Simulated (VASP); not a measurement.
A VASP calculation is set up with these files.

POSCAR:
```
KF
5.3099580
  0.0000000000   0.4999999594   0.4999999594
  0.4999999594   0.0000000000   0.4999999594
  0.4999999594   0.4999999594   0.0000000000
K F
1 1
Cart
  0.0000000000   0.0000000000   0.0000000000
  0.4999999594   0.4999999594   0.4999999594
```

**INCAR**
```
SYSTEM = KF
PREC = Accurate
ENCUT = 520
EDIFF = 1E-6
NELM = 60
ALGO = Normal
LREAL = .FALSE.
LASPH = .TRUE.
ISMEAR = 0
SIGMA = 0.05
GGA = PE
AEXX = 0.25
HFRCUT = -1
LHFCALC = .TRUE.
PRECFOCK = Fast
ISYM = 3
LWAVE = .FALSE.
LCHARG = .FALSE.
ISIF = 2
```

### KPOINTS
```
Regular mesh
0
gamma
6 6 6
```

POTCAR, in this order: K_sv F (PBE.64 set). Program: vasp_std. Read from the step before: WAVECAR.

Task: Write an equivalent input for Quantum ESPRESSO's pw.x.

Result: One equivalent input (not run):
```
&CONTROL
  calculation = 'scf'
  pseudo_dir = './pseudo'
  outdir = './out'
  tprnfor = .true.
  tstress = .false.
/
&SYSTEM
  ibrav = 0
  nat = 2
  ntyp = 2
  ecutwfc = 84
  occupations = 'smearing'
  smearing = 'gaussian'
  degauss = 0.003675
  input_dft = 'pbe0'
  nqx1 = 6
  nqx2 = 6
  nqx3 = 6
/
&ELECTRONS
  conv_thr = 7.3e-08
  electron_maxstep = 60
/
ATOMIC_SPECIES
  K 39.098 K.upf
  F 18.998 F.upf
CELL_PARAMETERS angstrom
     0.0000000    2.6549788    2.6549788
     2.6549788    0.0000000    2.6549788
     2.6549788    2.6549788    0.0000000
ATOMIC_POSITIONS crystal
  K    0.0000000  0.0000000  0.0000000
  F    0.5000000  0.5000000  0.5000000
K_POINTS automatic
  6 6 6 0 0 0
```
Limits of the translation: the potentials are each code's own (VASP's PAW set, PseudoDojo norm-conserving files in pw.x), so ENCUT and ecutwfc are chosen apart and not converted; conv_thr bounds pw.x's estimated SCF error, while EDIFF bounds the energy change between steps; the singularity of exact exchange is treated differently by default.

The compound is KF in the rock salt structure. This cell is one point of a volume scan, at 0.94 of the reference volume.
